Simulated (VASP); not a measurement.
OSZICAR of a VASP run on Zr (hcp):

File OSZICAR:
```
       N       E                     dE             d eps       ncg     rms          rms(c)
DAV:   1     0.222137434525E+03    0.22214E+03   -0.13491E+04  2688   0.148E+03
DAV:   2     0.198442294814E+01   -0.22015E+03   -0.21807E+03  3376   0.411E+02
DAV:   3    -0.125004898929E+02   -0.14485E+02   -0.14390E+02  5168   0.786E+01
DAV:   4    -0.127563451604E+02   -0.25586E+00   -0.25574E+00  2888   0.118E+01
DAV:   5    -0.127646739986E+02   -0.83288E-02   -0.83263E-02  4336   0.136E+00    0.136E+01
DAV:   6    -0.121387562369E+02    0.62592E+00   -0.99659E-01  2784   0.858E+00    0.527E+00
DAV:   7    -0.120140446246E+02    0.12471E+00   -0.61950E-01  3704   0.590E+00    0.110E+00
DAV:   8    -0.120187520753E+02   -0.47075E-02   -0.40350E-02  3544   0.170E+00    0.255E-01
DAV:   9    -0.120188273435E+02   -0.75268E-04   -0.16773E-03  3280   0.419E-01    0.389E-02
DAV:  10    -0.120187838012E+02    0.43542E-04   -0.40409E-05  4080   0.456E-02    0.242E-02
DAV:  11    -0.120187842193E+02   -0.41813E-06   -0.10190E-05  2992   0.390E-02    0.506E-03
DAV:  12    -0.120187842583E+02   -0.38940E-07   -0.49282E-07  3216   0.573E-03
   1 F= -.12018784E+02 E0= -.12018932E+02  d E =-.120188E+02
       N       E                     dE             d eps       ncg     rms          rms(c)
DAV:   1    -0.120190212843E+02   -0.23706E-03   -0.13099E-02  2688   0.107E+00    0.802E-02
DAV:   2    -0.120188662082E+02    0.15508E-03   -0.39980E-04  3128   0.158E-01    0.384E-02
DAV:   3    -0.120188201412E+02    0.46067E-04   -0.18701E-04  3752   0.968E-02    0.628E-03
DAV:   4    -0.120188203802E+02   -0.23906E-06   -0.30397E-06  3112   0.170E-02    0.297E-03
DAV:   5    -0.120188205089E+02   -0.12867E-06   -0.18738E-07  2552   0.353E-03    0.252E-04
DAV:   6    -0.120188205098E+02   -0.86993E-09   -0.10545E-08  1768   0.968E-04
   2 F= -.12018821E+02 E0= -.12018944E+02  d E =-.362515E-04
```

Problem. Which electronic solver shows in the log?

Solution. It is blocked Davidson (ALGO = Normal, or the opening steps of other solvers). The INCAR had ALGO = Normal.

Problem. Can the final energy be trusted as converged?

Solution. The run converged. It stopped with EDIFF = 1E-7, NELM = 100, NSW = 30 and EDIFFG = -0.01 after 2 ionic steps (optB86b-vdW, plane waves, VASP's PBE PAW potentials (set 64)).

The compound is Zr in the hcp structure. This cell is one point of a volume scan, at 1.06 of the reference volume. Symmetry was kept, so distortions that lower it aren't found.
